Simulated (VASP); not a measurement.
Here is the system:

```
CELL_PARAMETERS angstrom
      3.92631     0.00000     0.00000
      0.00000     3.92631     0.00000
      0.00000     0.00000     6.45476
ATOMIC_POSITIONS crystal
  Tl 0.00000 0.00000 0.00000
  Bi 0.50000 0.50000 0.50000
  F  0.50000 0.00000 0.70208
  F  0.50000 0.00000 0.29792
  F  0.00000 0.50000 0.70208
  F  0.00000 0.50000 0.29792
```

All values below come from LDA (Ceperley-Alder, Perdew-Zunger) with spin-orbit coupling, VASP's LDA PAW potentials (set 64) (plane waves; VASP 6.6.1). Run with 520 eV cut-off, 5×5×3 Γ-centred mesh, Gaussian smearing of 0.050 eV, potentials Tl_d Bi_d F.

Task: Give the energies of bands 47 to 60 at the high-symmetry points, in eV from the valence-band maximum.

Result: 
| band | Γ | X | M | Z | R | A |
|---|---|---|---|---|---|---|
| 47 | -2.36 | -2.44 | -2.22 | -2.24 | -2.68 | -2.35 |
| 48 | -2.36 | -2.44 | -2.22 | -2.24 | -2.68 | -2.35 |
| 49 | -2.25 | -2.39 | -1.77 | -2.20 | -2.67 | -1.81 |
| 50 | -2.25 | -2.39 | -1.77 | -2.20 | -2.67 | -1.81 |
| 51 | -2.02 | -2.37 | -1.66 | -2.12 | -2.41 | -1.62 |
| 52 | -2.02 | -2.37 | -1.66 | -2.12 | -2.41 | -1.62 |
| 53 | -1.97 | -0.68 | -0.59 | -2.07 | -0.63 | -0.57 |
| 54 | -1.97 | -0.68 | -0.59 | -2.07 | -0.63 | -0.57 |
| 55 | -0.35 | -0.42 | -0.19 | -0.70 | -0.01 | 0.00 |
| 56 | -0.35 | -0.42 | -0.19 | -0.70 | -0.01 | 0.00 |
| 57 | 2.81 | 3.83 | 3.43 | 3.19 | 3.63 | 4.13 |
| 58 | 2.81 | 3.83 | 3.43 | 3.19 | 3.63 | 4.13 |
| 59 | 5.44 | 4.20 | 3.82 | 5.75 | 4.30 | 4.76 |
| 60 | 5.44 | 4.20 | 3.82 | 5.75 | 4.30 | 4.76 |

The gap is indirect, 2.81 eV, from the valence maximum at A to the conduction minimum at Γ.

The structure comes from a computed database's TlBiF4 entry (P4/mmm); how it stands against other phases isn't given here. It was relaxed first.
